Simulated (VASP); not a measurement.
# Hg3Pt (I4/mmm) in VASP: reference runs

Aim: a first look at Hg3Pt with PBE, on the cell as given and on a disturbed one, then over a range of volumes.

Program: VASP 6.6.1. These are calculated values, not measurements. Logs are shortened: lines on timing, memory, paths and dates and some standing lists are left out, and cuts for length are marked.

### Step 1. The crystal as given

The structure is tetragonal, space group I4/mmm (No. 139). Conventional cell: a = 4.204 Å, b = 4.204 Å, c = 9.265 Å, α = 90.00°, β = 90.00°, γ = 90.00°. Hg (site symmetry 4/mmm) has 4 Pt at 2.97 Å and 8 Hg at 3.13 Å as nearest neighbours. Around Hg (site symmetry -4m2) lie 8 Hg at 2.97 to 3.13 Å and 4 Pt at 3.13 Å. Pt (site symmetry 4/mmm) has 12 Hg at 2.97 to 3.13 Å as nearest neighbours.

The cell comes from a database or a generator and needn't be the stable form of this composition.

### Step 2. Single point, PBE

The input, INCAR:

```
ALGO = Normal
EDIFF = 1E-7
ENCUT = 520
GGA = PE
ISIF = 2
ISMEAR = -1
LASPH = True
LCHARG = False
LREAL = False
LWAVE = False
NBANDS = 31
NELM = 80
PREC = Accurate
SIGMA = 0.05
```

The input, KPOINTS:

```
k-points
0
Gamma
  9 9 9
```

The input, POSCAR:

```
Hg3Pt
1.0
   -2.1021830000      2.1021830000      4.6325320000
    2.1021830000     -2.1021830000      4.6325320000
    2.1021830000      2.1021830000     -4.6325320000
Hg Pt
3 1
Direct
    0.5000000000      0.5000000000      0.0000000000
    0.2500000000      0.7500000000      0.5000000000
    0.7500000000      0.2500000000      0.5000000000
    0.0000000000      0.0000000000      0.0000000000
```

Potentials or basis: VASP PAW PBE potentials, release 64 (Hg, Pt).

Launch:

```
> cat potpaw_PBE.64/Hg/POTCAR potpaw_PBE.64/Pt/POTCAR > POTCAR
> mpirun -np 1 vasp_std > vasp.out
```

OUTCAR:

```text
EDIFF = 1E-7
   ENCUT = 520
   GGA = PE
   ISIF = 2
   ISMEAR = -1
   LASPH = True
   LREAL = False
   NELM = 80
   PREC = Accurate

 ion  position               nearest neighbor table
   1  0.500  0.500  0.000-   4 2.97   4 2.97   4 2.97   4 2.97   3 3.13   2 3.13   3 3.13   3 3.13
                             2 3.13   2 3.13   3 3.13   2 3.13
   2  0.250  0.750  0.500-   3 2.97   3 2.97   3 2.97   3 2.97   4 3.13   1 3.13   4 3.13   1 3.13
                             4 3.13   4 3.13   1 3.13   1 3.13
   3  0.750  0.250  0.500-   2 2.97   2 2.97   2 2.97   2 2.97   4 3.13   1 3.13   4 3.13   4 3.13
                             1 3.13   1 3.13   4 3.13   1 3.13
   4  0.000  0.000  0.000-   1 2.97   1 2.97   1 2.97   1 2.97   3 3.13   2 3.13   3 3.13   2 3.13
                             3 3.13   3 3.13   2 3.13   2 3.13

  LATTYP: Found a body centered tetragonal cell.
 ALAT       =     4.2043660000
 C/A-ratio  =     2.2036768445

  Lattice vectors:

 A1 = (  -2.1021830000,   2.1021830000,   4.6325320000)
 A2 = (   2.1021830000,  -2.1021830000,   4.6325320000)
 A3 = (   2.1021830000,   2.1021830000,  -4.6325320000)

Analysis of symmetry for initial positions (statically):
=====================================================================
 Subroutine PRICEL returns:
 Original cell was already a primitive cell.

 Routine SETGRP: Setting up the symmetry group for a
 body centered tetragonal supercell.

 Subroutine GETGRP returns: Found 16 space group operations
 (whereof 16 operations were pure point group operations)
 out of a pool of 16 trial point group operations.

The static configuration has the point symmetry D_4h.

Analysis of symmetry for dynamics (positions and initial velocities):
=====================================================================
 Subroutine PRICEL returns:
 Original cell was already a primitive cell.

 Routine SETGRP: Setting up the symmetry group for a
 body centered tetragonal supercell.

 Subroutine GETGRP returns: Found 16 space group operations
 (whereof 16 operations were pure point group operations)
 out of a pool of 16 trial point group operations.

The dynamic configuration has the point symmetry D_4h.

 Subroutine INISYM returns: Found 16 space group operations
 (whereof 16 operations are pure point group operations),
 and found     1 'primitive' translations

----------------------------------------------------------------------------------------

                                     Primitive cell

  volume of cell :      81.8878

  direct lattice vectors                    reciprocal lattice vectors
    -2.102183000  2.102183000  4.632532000     0.000000000  0.237847989  0.107932336
     2.102183000 -2.102183000  4.632532000     0.237847989  0.000000000  0.107932336
     2.102183000  2.102183000 -4.632532000     0.237847989  0.237847989  0.000000000

  length of vectors
     5.504425443  5.504425443  5.504425443     0.261191606  0.261191606  0.336367852

  position of ions in fractional coordinates (direct lattice)
     0.500000000  0.500000000  0.000000000
     0.250000000  0.750000000  0.500000000
     0.750000000  0.250000000  0.500000000
     0.000000000  0.000000000  0.000000000

  ion indices of the primitive-cell ions
   primitive index   ion index
                 1           1
                 2           2
                 3           3
                 4           4

----------------------------------------------------------------------------------------

 KPOINTS: k-points

Automatic generation of k-mesh.
 Grid dimensions read from file:
 generate k-points for:    9    9    9

 Generating k-lattice:

  Cartesian coordinates                     Fractional coordinates (reciprocal lattice)
     0.000000000  0.026427554  0.011992482     0.111111111  0.000000000  0.000000000
     0.026427554  0.000000000  0.011992482     0.000000000  0.111111111  0.000000000
     0.026427554  0.026427554  0.000000000     0.000000000  0.000000000  0.111111111

  Length of vectors
     0.029021290  0.029021290  0.037374206

  Shift w.r.t. Gamma in fractional coordinates (k-lattice)
     0.000000000  0.000000000  0.000000000

 Subroutine IBZKPT returns following result:
 ===========================================

 Found     75 irreducible k-points:

 Following reciprocal coordinates:
            Coordinates               Weight
  0.000000  0.000000  0.000000      1.000000
  0.111111 -0.000000  0.000000      8.000000
  0.222222 -0.000000  0.000000      8.000000
  0.333333 -0.000000  0.000000      8.000000
  0.444444 -0.000000  0.000000      8.000000
  0.111111  0.111111  0.000000      8.000000
[... 16 lines left out ...]
 -0.333333  0.333333  0.000000      4.000000
  0.444444  0.444444  0.000000      8.000000
 [... further k-points ...]
   k-points           NKPTS =     75   k-points in BZ     NKDIM =     75   number of bands    NBANDS=     31
   number of dos      NEDOS =    301   number of ions     NIONS =      4
   total plane-waves  NPLWV =  74088
   dimension x,y,z NGX =    42 NGY =   42 NGZ =   42
   dimension x,y,z NGXF=    84 NGYF=   84 NGZF=   84
   ions per type =               3   1
   NGX,Y,Z   is equivalent  to a cutoff of  12.68, 12.68, 12.68 a.u.
   NGXF,Y,Z  is equivalent  to a cutoff of  25.37, 25.37, 25.37 a.u.
 SYSTEM =  unknown system
   PREC   = accura    normal or accurate (medium, high low for compatibility)
   ISTART =      0    job   : 0-new  1-cont  2-samecut
   ICHARG =      2    charge: 1-file 2-atom 10-const
   ISPIN  =      1    spin polarized calculation?
   LNONCOLLINEAR =      F non collinear calculations
   LSORBIT =      F    spin-orbit coupling
   LASPH  =      T    aspherical Exc in radial PAW
   ENCUT  =  520.0 eV  38.22 Ry    6.18 a.u.  10.23 10.23 10.23*2*pi/ulx,y,z
   NELM   =     80;   NELMIN=  2; NELMDL= -5     # of ELM steps
   EDIFF  = 0.1E-06   stopping-criterion for ELM
   LREAL  =      F    real-space projection
[... 7 lines left out ...]
   TEBEG  =    0.0;   TEEND  =   0.0 temperature during run
   PSTRESS=    0.0 pullay stress
   NELECT =      46.0000    total number of electrons
   NUPDOWN=      -1.0000    fix difference up-down
   EMIN   =  10.00;   EMAX   =-10.00  energy-range for DOS
   EFERMI =   0.00;   METHOD = LEGACY
   ISMEAR =    -1;   SIGMA  =   0.05  broadening in eV -4-tet -1-fermi 0-gaus
   EFERMI_NEDOS =   21; number of points for ismear=-14 and -15
   IALGO  =     38    algorithm
   IMIX   =      4    mixing-type and parameters
     AMIX     =   0.40;   BMIX     =  1.00
     AMIX_MAG =   1.60;   BMIX_MAG =  1.00
  volume/ion in A,a.u.               =      20.47       138.15
  Fermi-wavevector in a.u.,A,eV,Ry     =   1.350789  2.552622 24.825623  1.824632
  Thomas-Fermi vector in A             =   2.478265
   LORBIT       =      0    0 simple, 1 ext, 2 COOP (PROOUT), +10 PAW based schemes
   GGA     = PE    functional components
   LHFCALC =     F    Hartree Fock is set to
   AEXX    =    0.0000 exact exchange contribution
   IVDW    =     0    specifies the selected vdW correction
   LEPSILON=     F    determine dielectric tensor
   LRPA    =     F    only Hartree local field effects (RPA)
 non-spin polarized calculation
  energy-cutoff  :      520.00
  volume of cell :       81.89
 maximum number of plane-waves:      2227
 NGX is ok and might be reduce to    42
   NGX = 21   NGY = 21   NGZ = 21

 number of electron      45.9999999 magnetization

 Free energy of the ion-electron system (eV)
  ---------------------------------------------------
  ext. energy  EPLUGINS =         0.00000000
  ---------------------------------------------------
  free energy    TOTEN  =        -5.89977001 eV

  energy without entropy =       -5.88890193  energy(sigma->0) =       -5.89433597

 E-fermi :   4.6426     XC(G=0): -11.6826

 val. band max:        4.6210757955   @ k =  -0.4444   0.4444   0.2222
 cond. band min:       4.6534702555   @ k =  -0.3333   0.2222   0.0000
 fundamental gap:      0.0323944600
 Fermi energy:         4.6425709268

 k-point     1 :       0.0000    0.0000    0.0000
  band No.  band energies     occupation
      1      -5.0945      2.00000
      2      -3.8540      2.00000
      3      -3.7054      2.00000
      4      -3.5699      2.00000
      5      -2.9005      2.00000
      6      -2.9005      2.00000
[... 23 lines left out ...]
     30      11.2833      0.00000
     31      12.1605      0.00000

 k-point     2 :       0.1111   -0.0000    0.0000
  band No.  band energies     occupation
      1      -4.9421      2.00000
      2      -3.7933      2.00000
      3      -3.6409      2.00000
      4      -3.5184      2.00000
      5      -2.9905      2.00000
      6      -2.9597      2.00000
[... 23 lines left out ...]
     30      12.0876      0.00000
     31      12.7492      0.00000

 k-point     3 :       0.2222   -0.0000    0.0000
  band No.  band energies     occupation
      1      -4.5047      2.00000
      2      -3.6151      2.00000
      3      -3.4872      2.00000
      4      -3.3612      2.00000
      5      -3.0817      2.00000
      6      -3.0447      2.00000
[... 23 lines left out ...]
     30      12.7241      0.00000
     31      12.7515      0.00000

 k-point     4 :       0.3333   -0.0000    0.0000
  band No.  band energies     occupation
      1      -3.8770      2.00000
      2      -3.3480      2.00000
      3      -3.3352      2.00000
      4      -3.1156      2.00000
      5      -3.0965      2.00000
      6      -3.0145      2.00000
[... 23 lines left out ...]
     30      12.2370      0.00000
     31      12.3391      0.00000

 k-point     5 :       0.4444   -0.0000    0.0000
  band No.  band energies     occupation
      1      -3.4064      2.00000
      2      -3.1997      2.00000
      3      -3.1424      2.00000
      4      -2.9538      2.00000
      5      -2.9045      2.00000
      6      -2.8209      2.00000
[... 23 lines left out ...]
     30      12.7771      0.00000
     31      13.8232      0.00000
[... 542 lines left out ...]
     30      13.5345      0.00000
     31      15.2017      0.00000

 k-point    22 :      -0.4444    0.3333   -0.0000
  band No.  band energies     occupation
      1      -3.7032      2.00000
      2      -3.5974      2.00000
      3      -3.5041      2.00000
      4      -3.0903      2.00000
      5      -2.8649      2.00000
      6      -2.7682      2.00000
[... 23 lines left out ...]
     30      13.9667      0.00000
     31      16.4662      0.00000

 k-point    23 :      -0.3333    0.3333    0.0000
  band No.  band energies     occupation
      1      -3.7551      2.00000
      2      -3.5417      2.00000
      3      -3.3816      2.00000
      4      -3.0270      2.00000
      5      -2.9454      2.00000
      6      -2.8026      2.00000
[... 23 lines left out ...]
     30      14.8276      0.00000
     31      16.2917      0.00000

 k-point    24 :       0.4444    0.4444    0.0000
  band No.  band energies     occupation
      1      -3.8162      2.00000
      2      -3.7753      2.00000
      3      -3.4376      2.00000
      4      -3.1593      2.00000
      5      -2.9048      2.00000
      6      -2.7877      2.00000
[... 23 lines left out ...]
     30      11.7827      0.00000
     31      16.2417      0.00000

 [... further k-points ...]
[... 5 lines left out ...]
  --------------------------------------------------------------------------------------
  -------------------------------------------------------------------------------------
  Total       -0.1111776     -0.1111776     -0.2295362      0.0000000     -0.0000000      0.0000000
  in kB       -2.1752456     -2.1752456     -4.4909928      0.0000000     -0.0000000      0.0000000
  external PRESSURE =      -2.9471614 kB  Pullay stress =       0.0000000 kB

 VOLUME and BASIS-vectors are now :
 -----------------------------------------------------------------------------
  energy-cutoff  :      520.00
  volume of cell :       81.89
      direct lattice vectors                 reciprocal lattice vectors
    -2.102183000  2.102183000  4.632532000     0.000000000  0.237847989  0.107932336
     2.102183000 -2.102183000  4.632532000     0.237847989  0.000000000  0.107932336
     2.102183000  2.102183000 -4.632532000     0.237847989  0.237847989  0.000000000

 POSITION                                       TOTAL-FORCE (eV/Angst)
 -----------------------------------------------------------------------------------
      0.00000      0.00000      4.63253         0.000000      0.000000      0.000000
      2.10218      0.00000      2.31627         0.000000     -0.000000      0.000000
      0.00000      2.10218      2.31627        -0.000000     -0.000000     -0.000000
      0.00000      0.00000      0.00000         0.000000      0.000000      0.000000
 -----------------------------------------------------------------------------------
    total drift:                               -0.000000      0.000000      0.000000

  FREE ENERGIE OF THE ION-ELECTRON SYSTEM (eV)
  ---------------------------------------------------
  free  energy   TOTEN  =        -5.8997700111 eV

  energy  without entropy=       -5.8889019335  energy(sigma->0) =       -5.89433597
```

Run time: 1.7 min. Hardware: 1 thread of Intel Xeon 6975P-C (Granite Rapids), shared host; peak memory 0.36 GiB.

Results:

| Item | Value |
| --- | --- |
| Free energy | -5.8998 eV |
| Pressure | -0.3 GPa |
| Band gap on the k mesh | none (metal or under the smearing width) |

Stress tensor (GPa, compression positive):
```
-0.22  0.00  0.00
 0.00 -0.22  0.00
 0.00  0.00 -0.45
```

Spin-orbit coupling is left out, which matters for the levels of Hg, Pt.

### Step 3. Single point, PBE (atoms moved at random, drawn with an rms of 0.05 Å)

The input, INCAR:

```
SYSTEM = Hg3Pt
  ALGO = Normal
  EDIFF = 1E-7
  ENCUT = 520
  GGA = PE
  ISIF = 2
  ISMEAR = -1
  LASPH = .True.
  LCHARG = .False.
  LREAL = .False.
  LWAVE = .False.
  NBANDS = 31
  NELM = 80
  PREC = Accurate
  SIGMA = 0.05
```

The input, KPOINTS:

```
k-points
0
Gamma
  9 9 9
  0 0 0
```

The input, POSCAR:

```
Hg3Pt
1.0
   -2.1021830000      2.1021830000      4.6325320000
    2.1021830000     -2.1021830000      4.6325320000
    2.1021830000      2.1021830000     -4.6325320000
Hg Pt
3 1
Direct
    0.5030240000      0.4993500000      0.0057700000
    0.2501090000      0.7532760000      0.4930400000
    0.7500940000      0.2437950000      0.4986720000
   -0.0027400000     -0.0084200000     -0.0097290000
```

Potentials or basis: VASP PAW PBE potentials, release 64 (Hg, Pt).

Launch:

```
> cat potpaw_PBE.64/Hg/POTCAR potpaw_PBE.64/Pt/POTCAR > POTCAR
> mpirun -np 1 vasp_std > vasp.out
```

Run time: 9.4 min. Hardware: 1 thread of Intel Xeon 6975P-C (Granite Rapids), shared host; peak memory 0.87 GiB.

The run converged. Its results:

| Quantity | Value |
| --- | --- |
| Free energy | -5.8919 eV |
| Pressure | -0.2 GPa |
| Largest force | 0.187 eV/Å |
| Band gap on the k mesh | none (metal or under the smearing width) |

Forces in eV/Å, atoms in the order of the input:
```
Hg  -0.103 -0.079  0.135
Hg  -0.009  0.127 -0.116
Hg   0.044 -0.107 -0.068
Pt   0.068  0.059  0.049
```

Stress tensor (GPa, compression positive):
```
 0.19  0.03  0.03
 0.03 -0.38  0.13
 0.03  0.13 -0.35
```

Levels at points of the mesh, in eV from the Fermi level:
```
           k point  band 21  band 22  band 23  band 24  band 25  band 26
(0.00, 0.00, 0.00)    -1.41    -0.87     1.34     1.70     3.60     3.79
```

### Step 4. Equation of state, PBE, 19.24 Å³/atom (volume scaled by 0.94)

The input, INCAR:

```
SYSTEM = Hg3Pt
  PREC = Accurate
  ENCUT = 520
  EDIFF = 1E-7
  ISMEAR = -1
  SIGMA = 0.05
  LREAL = .FALSE.
  LASPH = .TRUE.
  NELM = 60
  ALGO = Normal
  ISIF = 2
  LWAVE = .FALSE.
  LCHARG = .FALSE.
  GGA = PE
  NBANDS = 31
```

The input, KPOINTS:

```
Automatic mesh
0
G
  9 9 9
  0 0 0
```

The input, POSCAR:

```
Hg3Pt
1.0
   -2.0592692648      2.0592692648      4.5379639954
    2.0592692648     -2.0592692648      4.5379639954
    2.0592692648      2.0592692648     -4.5379639954
Hg Pt
3 1
Direct
    0.5000000000      0.5000000000      0.0000000000
    0.2500000000      0.7500000000      0.5000000000
    0.7500000000      0.2500000000      0.5000000000
    0.0000000000      0.0000000000      0.0000000000
```

Launch:

```
> cat potpaw_PBE.64/Hg/POTCAR potpaw_PBE.64/Pt/POTCAR > POTCAR
> mpirun -np 1 vasp_std > vasp.out
```

Run time: 1.7 min. Hardware: 1 thread of Intel Xeon 6975P-C (Granite Rapids), shared host; peak memory 0.34 GiB.

It converged, with:

```
Free energy            : -5.8141 eV
Pressure               : 6.1 GPa
Band gap on the k mesh : none (metal or under the smearing width)
```

### Step 5. Equation of state, PBE, 19.65 Å³/atom (volume scaled by 0.96)

The input, INCAR:

```
SYSTEM = Hg3Pt
ALGO = Normal ; EDIFF = 1E-7
ENCUT = 520 ; GGA = PE
ISIF = 2 ; ISMEAR = -1
LASPH = .True. ; LCHARG = .False.
LREAL = .False. ; LWAVE = .False.
NBANDS = 31 ; NELM = 100
PREC = Accurate ; SIGMA = 0.05
```

The input, KPOINTS:

```
k-points
0
Gamma
  9 9 9
  0 0 0
```

The input, POSCAR:

```
Hg3Pt
1.0
   -2.0737716388      2.0737716388      4.5699225412
    2.0737716388     -2.0737716388      4.5699225412
    2.0737716388      2.0737716388     -4.5699225412
Hg Pt
3 1
Direct
    0.5000000000      0.5000000000      0.0000000000
    0.2500000000      0.7500000000      0.5000000000
    0.7500000000      0.2500000000      0.5000000000
    0.0000000000      0.0000000000      0.0000000000
```

Launch:

```
> cat potpaw_PBE.64/Hg/POTCAR potpaw_PBE.64/Pt/POTCAR > POTCAR
> mpirun -np 1 vasp_std > vasp.out
```

It took 85 s on 1 thread of Intel Xeon 6975P-C (Granite Rapids), shared host; peak memory 0.33 GiB.

Results (log left out):

| Property | Result |
| --- | --- |
| Free energy | -5.8650 eV |
| Pressure | 3.7 GPa |
| Band gap on the k mesh | none (metal or under the smearing width) |

### Step 6. Equation of state, PBE, 20.06 Å³/atom (volume scaled by 0.98)

The input, INCAR:

```
SYSTEM = Hg3Pt
ALGO     = Normal         ! electronic algorithm
EDIFF    = 1E-7           ! SCF threshold, eV
ENCUT    = 520            ! plane-wave cutoff, eV
GGA      = PE             ! functional
ISIF     = 2              ! what is computed and relaxed
ISMEAR   = -1             ! smearing method
LASPH    = .True.         ! aspherical terms in the spheres
LCHARG   = .False.        ! write CHGCAR
LREAL    = .False.        ! projectors in reciprocal space
LWAVE    = .False.        ! write WAVECAR
NBANDS   = 31             ! bands
NELM     = 80             ! most SCF steps
PREC     = Accurate       ! precision mode
SIGMA    = 0.05           ! smearing width, eV
```

KPOINTS is that of step 5.

The input, POSCAR:

```
Hg3Pt
1.0
   -2.0880739641      2.0880739641      4.6014402444
    2.0880739641     -2.0880739641      4.6014402444
    2.0880739641      2.0880739641     -4.6014402444
Hg Pt
3 1
Direct
    0.5000000000      0.5000000000      0.0000000000
    0.2500000000      0.7500000000      0.5000000000
    0.7500000000      0.2500000000      0.5000000000
    0.0000000000      0.0000000000      0.0000000000
```

Potentials or basis: VASP PAW PBE potentials, release 64 (Hg, Pt).

Launch:

```
> cat potpaw_PBE.64/Hg/POTCAR potpaw_PBE.64/Pt/POTCAR > POTCAR
> mpirun -np 1 vasp_std > vasp.out
```

Run time: 1.8 min. Hardware: 1 thread of Intel Xeon 6975P-C (Granite Rapids), shared host; peak memory 0.35 GiB.

It converged, with:

| Quantity | Value |
| --- | --- |
| Free energy | -5.8925 eV |
| Pressure | 1.5 GPa |
| Band gap on the k mesh | none (metal or under the smearing width) |

[end of part 1 of 2]
